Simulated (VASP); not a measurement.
An input for Quantum ESPRESSO's pw.x (written as the equivalent of a VASP run, and not itself run):

```
&CONTROL
  calculation = 'scf'
  pseudo_dir = './pseudo'
  outdir = './out'
  tprnfor = .true.
  tstress = .true.
/
&SYSTEM
  ibrav = 0
  nat = 2
  ntyp = 1
  ecutwfc = 66
  occupations = 'smearing'
  smearing = 'methfessel-paxton'
  degauss = 0.00735
  input_dft = 'pbe'
/
&ELECTRONS
  conv_thr = 7.3e-08
  electron_maxstep = 100
/
ATOMIC_SPECIES
  Bi 208.980 Bi.upf
CELL_PARAMETERS angstrom
     4.2491360   -2.3205000    0.0000000
     4.2491360    2.3205000    0.0000000
     2.9818850    0.0000000    3.8142160
ATOMIC_POSITIONS crystal
  Bi   0.2340000  0.2340000  0.2340000
  Bi   0.7660000  0.7660000  0.7660000
K_POINTS automatic
  9 9 9 0 0 0
```

Problem. Translate this input to VASP (INCAR, KPOINTS, POSCAR, choice of POTCAR).

Solution. Several could match; the one computed here: 
**POSCAR**
```
Bi
1.0
  4.2491360000  -2.3205000000   0.0000000000
  4.2491360000   2.3205000000   0.0000000000
  2.9818850000   0.0000000000   3.8142160000
Bi
2
Cart
  2.6863567380  -0.0000000000   0.8925265440
  8.7938002620  -0.0000000000   2.9216894560
```

**INCAR**
```
ALGO = Normal
EDIFF = 1E-6
ENCUT = 400
GGA = PE
ISIF = 2
ISMEAR = 1
LASPH = T
LCHARG = F
LMAXMIX = 4
LREAL = F
LWAVE = F
NELM = 100
PREC = Accurate
SIGMA = 0.1
SYSTEM = Bi
```

### KPOINTS
```
kpoints
0
gamma
 9 9 9
```

POTCAR, in this order: Bi_d (PBE.64 set). Program: vasp_std.

Limits of the translation: the potentials are each code's own (VASP's PAW set, PseudoDojo norm-conserving files in pw.x), so ENCUT and ecutwfc are chosen apart and not converted; conv_thr bounds pw.x's estimated SCF error, while EDIFF bounds the energy change between steps.

The compound is Bi in the a7 structure. The cell was not relaxed at this level.
